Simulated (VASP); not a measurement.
Computed with LDA (Ceperley-Alder, Perdew-Zunger), VASP's LDA PAW potentials (set 64) (plane waves; VASP).

A VASP calculation is set up with these files.

POSCAR:
```
NaF
1
    0.0000000000     2.2858950000     2.2858950000
    2.2858950000     0.0000000000     2.2858950000
    2.2858950000     2.2858950000     0.0000000000
Na F
1 1
Direct
 -0.0009370000  -0.0013100000  -0.0037460000
  0.5009370000   0.5013100000   0.5037460000
```

**INCAR**
```
! general
SYSTEM = NaF
PREC   = Accurate
ENCUT  = 200
LREAL  = .False.
LASPH  = .True.

! electronic loop
EDIFF  = 1E-03
NELM   = 100
ALGO   = Normal

! smearing
ISMEAR = 1
SIGMA  = 0.2

! ions
ISIF   = 2

! output
LWAVE  = .False.
LCHARG = .False.
```

File KPOINTS:
```
Automatic mesh
0
Gamma
2 2 2
0 0 0
```

POTCAR, in this order: Na_pv F (LDA.64 set). Program: vasp_std.

**Question.** What will the output report for the number of irreducible k-points (NKPTS), largest plane-wave count, number of space-group operations, FFT grid (NGX, NGY, NGZ)?

**Answer.** 
```json
{
 "number of irreducible k-points (NKPTS)": "8",
 "largest_plane_wave_count": "169",
 "number_of_space_group_operations": "1",
 "FFT grid (NGX, NGY, NGZ)": "16 × 16 × 16"
}
```

The structure comes from a computed database's NaF entry; how it stands against other phases isn't given here. The cell was not relaxed at this level, atoms are displaced from their ideal sites. The k-mesh is coarse (spacing up to 1.19 per Å, 2π included), so the numbers may not be converged in it. The run is one of a series of settings (EDIFF = 1E-03, ENCUT = 200, GGA removed, ISMEAR = 1, SIGMA = 0.2, KPOINTS 2×2×2 Γ-centred mesh, POTCAR Na_pv F (LDA.64 set) against the base run), some of them coarse on purpose.
